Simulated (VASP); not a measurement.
# NbB2 (P6/mmm) in VASP: notebook

One crystal, NbB2, is run at these levels: LDA; tasks: relaxation of cell and atoms, vibrations by finite differences.

Everything below comes from runs of VASP 6.6.1. Logs are shortened: lines on timing, memory, paths and dates and some standing lists are left out, and cuts for length are marked.

### Step 1. Starting point

It takes space group P6/mmm (No. 191, hexagonal). The conventional cell has a = 3.086 Å, b = 3.086 Å, c = 3.306 Å, α = 90.00°, β = 90.00°, γ = 120.00°. Nb (site symmetry 6/mmm) has 12 B at 2.43 Å as nearest neighbours. B (site symmetry -6m2) has 3 B at 1.78 Å as nearest neighbours.

### Step 2. Relaxation of cell and atoms, LDA

INCAR reads:

```
PREC     = Accurate       # precision mode
ENCUT    = 520            # plane-wave cutoff, eV
EDIFF    = 1E-7           # SCF threshold, eV
ISMEAR   = 0              # smearing method
SIGMA    = 0.1            # smearing width, eV
LREAL    = False          # projectors in reciprocal space
LASPH    = True           # aspherical terms in the spheres
NELM     = 80             # most SCF steps
ALGO     = Normal         # electronic algorithm
ISIF     = 3              # what is computed and relaxed
LWAVE    = False          # write WAVECAR
LCHARG   = False          # write CHGCAR
GGA      = CA             # functional
IBRION   = 2              # ionic algorithm
NSW      = 80             # ionic steps
EDIFFG   = -0.002         # ionic threshold
KPAR     = 4
```

KPOINTS reads:

```
regular mesh
0
Gamma
  15 15 12
```

POSCAR reads:

```
NbB2
1.0
    3.0860000000      0.0000000000      0.0000000000
   -1.5430000000      2.6725544000      0.0000000000
    0.0000000000      0.0000000000      3.3060000000
Nb B
1 2
Direct
    0.0000000000      0.0000000000      0.0000000000
    0.3333333300      0.6666666700      0.5000000000
    0.6666666700      0.3333333300      0.5000000000
```

Potentials or basis: VASP PAW LDA potentials, release 64 (Nb_sv, B).

The run is started by

```
$ cat potpaw_LDA.64/Nb_sv/POTCAR potpaw_LDA.64/B/POTCAR > POTCAR
$ mpirun -np 4 vasp_std > vasp.out
```

OUTCAR:

```text
PREC = Accurate
   ENCUT = 520
   EDIFF = 1E-7
   ISMEAR = 0
   LREAL = False
   LASPH = True
   NELM = 80
   ISIF = 3
   GGA = CA
   IBRION = 2
   NSW = 80
   EDIFFG = -0.002

 ion  position               nearest neighbor table
   1  0.000  0.000  0.000-   2 2.43   3 2.43   2 2.43   3 2.43   3 2.43   3 2.43   2 2.43   2 2.43
                             3 2.43   3 2.43   2 2.43   2 2.43
   2  0.333  0.667  0.500-   3 1.78   3 1.78   3 1.78   1 2.43   1 2.43   1 2.43   1 2.43   1 2.43
                             1 2.43
   3  0.667  0.333  0.500-   2 1.78   2 1.78   2 1.78   1 2.43   1 2.43   1 2.43   1 2.43   1 2.43
                             1 2.43

  LATTYP: Found a hexagonal cell.
 ALAT       =     3.0860000000
 C/A-ratio  =     1.0712896954

  Lattice vectors:

 A1 = (   3.0860000000,   0.0000000000,   0.0000000000)
 A2 = (  -1.5430000000,   2.6725544000,   0.0000000000)
 A3 = (   0.0000000000,   0.0000000000,   3.3060000000)

Analysis of symmetry for initial positions (statically):
=====================================================================
 Subroutine PRICEL returns:
 Original cell was already a primitive cell.

 Routine SETGRP: Setting up the symmetry group for a
 hexagonal supercell.

 Subroutine GETGRP returns: Found 24 space group operations
 (whereof 24 operations were pure point group operations)
 out of a pool of 24 trial point group operations.

The static configuration has the point symmetry D_6h.

Analysis of symmetry for dynamics (positions and initial velocities):
=====================================================================
 Subroutine PRICEL returns:
 Original cell was already a primitive cell.

 Routine SETGRP: Setting up the symmetry group for a
 hexagonal supercell.

 Subroutine GETGRP returns: Found 24 space group operations
 (whereof 24 operations were pure point group operations)
 out of a pool of 24 trial point group operations.

The dynamic configuration has the point symmetry D_6h.

 Subroutine INISYM returns: Found 24 space group operations
 (whereof 24 operations are pure point group operations),
 and found     1 'primitive' translations

----------------------------------------------------------------------------------------

                                     Primitive cell

  volume of cell :      27.2662

  direct lattice vectors                    reciprocal lattice vectors
     3.086000000  0.000000000  0.000000000     0.324044070  0.187086931  0.000000000
    -1.543000000  2.672554400  0.000000000     0.000000000  0.374173862  0.000000000
     0.000000000  0.000000000  3.306000000     0.000000000  0.000000000  0.302480339

  length of vectors
     3.086000000  3.086000003  3.306000000     0.374173862  0.374173862  0.302480339

  position of ions in fractional coordinates (direct lattice)
     0.000000000  0.000000000  0.000000000
     0.333333330  0.666666670  0.500000000
     0.666666670  0.333333330  0.500000000

  ion indices of the primitive-cell ions
   primitive index   ion index
                 1           1
                 2           2
                 3           3

----------------------------------------------------------------------------------------

 KPOINTS: regular mesh

Automatic generation of k-mesh.
 Grid dimensions read from file:
 generate k-points for:   15   15   12

 Generating k-lattice:

  Cartesian coordinates                     Fractional coordinates (reciprocal lattice)
     0.021602938  0.012472462  0.000000000     0.066666667  0.000000000  0.000000000
     0.000000000  0.024944924  0.000000000     0.000000000  0.066666667  0.000000000
     0.000000000  0.000000000  0.025206695     0.000000000  0.000000000  0.083333333

  Length of vectors
     0.024944924  0.024944924  0.025206695

  Shift w.r.t. Gamma in fractional coordinates (k-lattice)
     0.000000000  0.000000000  0.000000000

 Subroutine IBZKPT returns following result:
 ===========================================

 Found    189 irreducible k-points:

 Following reciprocal coordinates:
            Coordinates               Weight
  0.000000  0.000000  0.000000      1.000000
  0.066667  0.000000  0.000000      6.000000
  0.133333  0.000000  0.000000      6.000000
  0.200000  0.000000  0.000000      6.000000
  0.266667  0.000000  0.000000      6.000000
  0.333333 -0.000000  0.000000      6.000000
[... 16 lines left out ...]
  0.333333  0.200000  0.000000     12.000000
  0.400000  0.200000  0.000000      6.000000
 [... further k-points ...]
   k-points           NKPTS =    189   k-points in BZ     NKDIM =    189   number of bands    NBANDS=     13
   number of dos      NEDOS =    301   number of ions     NIONS =      3
   total plane-waves  NPLWV =  16128
   dimension x,y,z NGX =    24 NGY =   24 NGZ =   28
   dimension x,y,z NGXF=    48 NGYF=   48 NGZF=   56
   ions per type =               1   2
   NGX,Y,Z   is equivalent  to a cutoff of  12.93, 12.93, 14.08 a.u.
   NGXF,Y,Z  is equivalent  to a cutoff of  25.86, 25.86, 28.16 a.u.
 SYSTEM =  unknown system
   PREC   = accura    normal or accurate (medium, high low for compatibility)
   ISTART =      0    job   : 0-new  1-cont  2-samecut
   ICHARG =      2    charge: 1-file 2-atom 10-const
   ISPIN  =      1    spin polarized calculation?
   LNONCOLLINEAR =      F non collinear calculations
   LSORBIT =      F    spin-orbit coupling
   LASPH  =      T    aspherical Exc in radial PAW
   ENCUT  =  520.0 eV  38.22 Ry    6.18 a.u.   5.74  5.74  6.15*2*pi/ulx,y,z
   NELM   =     80;   NELMIN=  2; NELMDL= -5     # of ELM steps
   EDIFF  = 0.1E-06   stopping-criterion for ELM
   LREAL  =      F    real-space projection
   EDIFFG = -.2E-02   stopping-criterion for IOM
   NSW    =     80    number of steps for IOM
   IBRION =      2    ionic relax: 0-MD 1-quasi-New 2-CG
   NFREE  =      1    steps in history (QN), initial steepest desc. (CG)
   ISIF   =      3    stress and relaxation
   ISYM   =      2    0-nonsym 1-usesym 2-fastsym
   POTIM  = 0.5000    time-step for ionic-motion
   TEBEG  =    0.0;   TEEND  =   0.0 temperature during run
   PSTRESS=    0.0 pullay stress
   NELECT =      19.0000    total number of electrons
   NUPDOWN=      -1.0000    fix difference up-down
   EMIN   =  10.00;   EMAX   =-10.00  energy-range for DOS
   EFERMI =   0.00;   METHOD = LEGACY
   ISMEAR =     0;   SIGMA  =   0.10  broadening in eV -4-tet -1-fermi 0-gaus
   EFERMI_NEDOS =   21; number of points for ismear=-14 and -15
   IALGO  =     38    algorithm
   IMIX   =      4    mixing-type and parameters
     AMIX     =   0.40;   BMIX     =  1.00
     AMIX_MAG =   1.60;   BMIX_MAG =  1.00
  volume/ion in A,a.u.               =       9.09        61.33
  Fermi-wavevector in a.u.,A,eV,Ry     =   1.451390  2.742730 28.661138  2.106534
  Thomas-Fermi vector in A             =   2.568893
   LORBIT       =      0    0 simple, 1 ext, 2 COOP (PROOUT), +10 PAW based schemes
   GGA     = CA    functional components
   LHFCALC =     F    Hartree Fock is set to
   AEXX    =    0.0000 exact exchange contribution
   IVDW    =     0    specifies the selected vdW correction
   LEPSILON=     F    determine dielectric tensor
   LRPA    =     F    only Hartree local field effects (RPA)
 conjugate gradient relaxation of ions
 non-spin polarized calculation
 Gauss-broadening in eV      SIGMA  =   0.10
  energy-cutoff  :      520.00
  volume of cell :       27.27
 maximum number of plane-waves:       752
 NGX is ok and might be reduce to    24
   NGX = 11   NGY = 11   NGZ = 13

--------------------------------------- Ionic step        1  -------------------------------------------

 number of electron      19.0000002 magnetization

 Free energy of the ion-electron system (eV)
  ---------------------------------------------------
  ext. energy  EPLUGINS =         0.00000000
  ---------------------------------------------------
  free energy    TOTEN  =       -28.54864445 eV

  energy without entropy =      -28.54437512  energy(sigma->0) =      -28.54650978

------------------------ aborting loop because EDIFF is reached ----------------------------------------

  FORCE on cell =-STRESS in cart. coord.  units (eV):
  Direction    XX          YY          ZZ          XY          YZ          ZX
  --------------------------------------------------------------------------------------
  -------------------------------------------------------------------------------------
  Total       -0.7778449     -0.7778449     -0.9835081      0.0000000     -0.0000000     -0.0000000
  in kB      -45.7065291    -45.7065292    -57.7913979      0.0000000     -0.0000000     -0.0000000
  external PRESSURE =     -49.7348188 kB  Pullay stress =       0.0000000 kB
[... 92 lines left out ...]
  FREE ENERGIE OF THE ION-ELECTRON SYSTEM (eV)
  ---------------------------------------------------
  free  energy   TOTEN  =       -28.5558550770 eV

  energy  without entropy=      -28.5516846977  energy(sigma->0) =      -28.55376989

[... ionic steps 4 to 7 ...]

--------------------------------------- Ionic step        8  -------------------------------------------

 number of electron      19.0000002 magnetization

------------------------ aborting loop because EDIFF is reached ----------------------------------------
[... 69 lines left out ...]
--------------------------------------- Ionic step       10  -------------------------------------------

 number of electron      19.0000002 magnetization

 Free energy of the ion-electron system (eV)
  ---------------------------------------------------
  ext. energy  EPLUGINS =         0.00000000
  ---------------------------------------------------
  free energy    TOTEN  =       -28.55612086 eV

  energy without entropy =      -28.55184572  energy(sigma->0) =      -28.55398329

 E-fermi :  12.9460     XC(G=0): -13.3708

 val. band max:       12.9419316288   @ k =   0.0000   0.0000   0.1667
 cond. band min:      12.9555821917   @ k =   0.3333   0.0667   0.1667
 fundamental gap:      0.0136505629
 Fermi energy:        12.9459949253

 k-point     1 :       0.0000    0.0000    0.0000
  band No.  band energies     occupation
      1     -42.4747      2.00000
      2     -18.8340      2.00000
      3     -18.3540      2.00000
      4     -18.3540      2.00000
      5      -1.3942      2.00000
      6       8.4719      2.00000
      7       8.4719      2.00000
      8       8.5229      2.00000
      9       9.8027      2.00000
     10      14.2477      0.00000
     11      14.2477      0.00000
     12      16.1673      0.00000
     13      16.1673      0.00000
[... 354 lines left out ...]
  band No.  band energies     occupation
      1     -42.3645      2.00000
      2     -19.0834      2.00000
      3     -18.7314      2.00000
      4     -18.6776      2.00000
      5       2.9889      2.00000
      6       3.4274      2.00000
      7       5.8562      2.00000
      8       8.1443      2.00000
      9      10.5380      2.00000
     10      11.1106      2.00000
     11      13.9920      0.00000
     12      15.1615      0.00000
     13      18.3025      0.00000

 [... further k-points ...]

------------------------ aborting loop because EDIFF is reached ----------------------------------------

  FORCE on cell =-STRESS in cart. coord.  units (eV):
  Direction    XX          YY          ZZ          XY          YZ          ZX
  --------------------------------------------------------------------------------------
  -------------------------------------------------------------------------------------
  Total        0.0010320      0.0010320      0.0017619      0.0000000     -0.0000000      0.0000000
  in kB        0.0616647      0.0616647      0.1052813      0.0000000     -0.0000000      0.0000000
  external PRESSURE =       0.0762035 kB  Pullay stress =       0.0000000 kB
[... 18 lines left out ...]
  FREE ENERGIE OF THE ION-ELECTRON SYSTEM (eV)
  ---------------------------------------------------
  free  energy   TOTEN  =       -28.5561208622 eV

  energy  without entropy=      -28.5518457184  energy(sigma->0) =      -28.55398329

 reached required accuracy - stopping structural energy minimisation
```

Run time: 53 s. Hardware: 4 MPI ranks of Intel Xeon Platinum 8488C (Sapphire Rapids), shared host; peak memory 0.18 GiB.

Results:

```yaml
Free_energy: -28.5561 eV
Relaxed_volume: 8.94 Å³/atom
Relaxed_cell: a = 3.074 Å, b = 3.074 Å, c = 3.276 Å, α = 90.00°, β = 90.00°, γ = 120.00°
Space_group_after_relaxing_to_0.05_Å: P6/mmm (No. 191)
Energy_gained_by_relaxing: 2.5 meV/atom
Ionic_steps: 10
Pressure_after_relaxing: 0.0 GPa
Band_gap_on_the_k_mesh: none (metal or under the smearing width)
```

Step by step:
```
step  energy change (eV)  largest force (eV/Å)  pressure (GPa)  volume (Å³)
   1              0.0000                0.0000           -4.97        27.27
   2              0.0087                0.0000            8.11        26.17
   3             -0.0072                0.0000            0.03        26.82
   4             -0.0072                0.0000            0.14        26.81
   5             -0.0075                0.0000            0.09        26.81
   6             -0.0075                0.0000            0.08        26.81
   7             -0.0075                0.0000            0.08        26.81
   8             -0.0075                0.0000           -0.10        26.82
   9             -0.0075                0.0000           -0.03        26.82
  10             -0.0075                0.0000            0.01        26.81
```

Final structure:
```
Nb B
1.0
     3.07414    0.00000    0.00000
    -1.53707    2.66228    0.00000
     0.00000    0.00000    3.27619
Nb B
1 2
Direct
  0.00000 0.00000 0.00000
  0.33333 0.66667 0.50000
  0.66667 0.33333 0.50000
```

LDA usually gives volumes a few per cent too small. Zero-point motion and thermal expansion aren't in these numbers.

[end of part 1 of 2]
